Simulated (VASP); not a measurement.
## As: relaxation of cell and atoms with PBE+D4

As, a sheet with vacuum:

```
As
1.0
     3.60000    0.00000    0.00000
    -1.80000    3.11769    0.00000
     0.00000    0.00000   17.40000
As
2
Direct
  0.33333 0.66667 0.45977
  0.66667 0.33333 0.54023
```

The cell was built by a generator and needn't be a form met in nature.

| Quantity | Value |
| --- | --- |
| Program | VASP 6.6.1 |
| Task | relaxation of cell and atoms |
| Functional | PBE |
| Dispersion | D4 |
| Potentials or basis | VASP PAW PBE potentials, release 64 (As) |
| Cutoff | 600 eV |
| k mesh | 12 × 12 × 1 |
| Occupations | gaussian, width 0.03 eV |
| Spin | no spin polarisation |
| Dipole correction | no |
| Further INCAR settings | ALGO = Normal; EDIFF = 1e-06; IBRION = 2; EDIFFG = -0.005; NSW = 60; ISIF = 3 |

- Relaxed volume: 95.95 Å³/atom
- Relaxed cell: a = 3.569 Å, b = 3.569 Å, c = 17.400 Å, α = 90.00°, β = 90.00°, γ = 120.00°
- Space group after relaxing (to 0.05 Å): P-3m1 (No. 164)
- Energy gained by relaxing: 1.8 meV/atom
- Ionic steps: 5
- Largest force after relaxing: 0.003 eV/Å
- Band gap on the k mesh: 1.52 eV, indirect (least direct gap 2.03 eV)
- Dispersion energy per atom: -0.247 eV

Forces in eV/Å, atoms in the order of the input:
```
As   0.000  0.000 -0.003
As   0.000  0.000  0.003
```

The path:
| step | energy change (eV) | largest force (eV/Å) | pressure (GPa) | volume (Å³) |
| --- | --- | --- | --- | --- |
| 1 | 0.0000 | 0.0572 | -0.25 | 195.29 |
| 2 | -0.0027 | 0.1458 | 0.13 | 191.43 |
| 3 | -0.0031 | 0.0886 | 0.02 | 192.49 |
| 4 | -0.0036 | 0.0064 | 0.01 | 191.93 |
| 5 | -0.0036 | 0.0030 | 0.00 | 191.91 |

Final structure:
```
CELL_PARAMETERS angstrom
3.56865 0.00000 0.00000
-1.78432 3.09054 0.00000
0.00000 0.00000 17.40000
ATOMIC_POSITIONS crystal
As 0.33333 0.66667 0.45965
As 0.66667 0.33333 0.54034
```

Levels at points of the mesh, in eV from the valence-band top:
| k point | band 2 | band 3 | band 4 | band 5 | band 6 | band 7 | band 8 | band 9 |
| --- | --- | --- | --- | --- | --- | --- | --- | --- |
| (0.00, 0.00, 0.00) | -7.33 | -0.74 | 0.00 | 0.00 | 2.03 | 3.50 | 3.50 | 4.76 |
| (0.50, 0.00, 0.00) | -9.23 | -3.57 | -1.94 | -1.72 | 1.92 | 2.99 | 4.47 | 6.14 |

Run time: 41 s on 2 MPI ranks on Intel(R) Xeon(R) 6975P-C (Granite Rapids), with other jobs on the host, peak memory 0.36 GiB a rank.

PBE gaps usually lie below the measured ones, often by a third to a half.
